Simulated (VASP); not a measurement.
Consider the following.

```
Si
1.0
    0.00000     2.69562     2.69562
    2.69562     0.00000     2.69562
    2.69562     2.69562     0.00000
Si
2
Direct
  0.00000   0.00000   0.00000
  0.25000   0.25000   0.25000
```

Computed with vdW-DF-cx, VASP's PBE PAW potentials (set 64) (plane waves; VASP). Settings: 520 eV cut-off, 8×8×8 Γ-centred mesh, Gaussian smearing of 0.050 eV, potentials Si.

**Question.** Give the stress tensor in GPa (positive for a compressed cell).

**Answer.** 
```
3.03  0.00  0.00
0.00  3.03  0.00
0.00  0.00  3.03
```
The pressure is its mean diagonal, 3.03 GPa.

The compound is Si in the diamond structure. This cell is one point of a volume scan, at 0.97 of the reference volume.
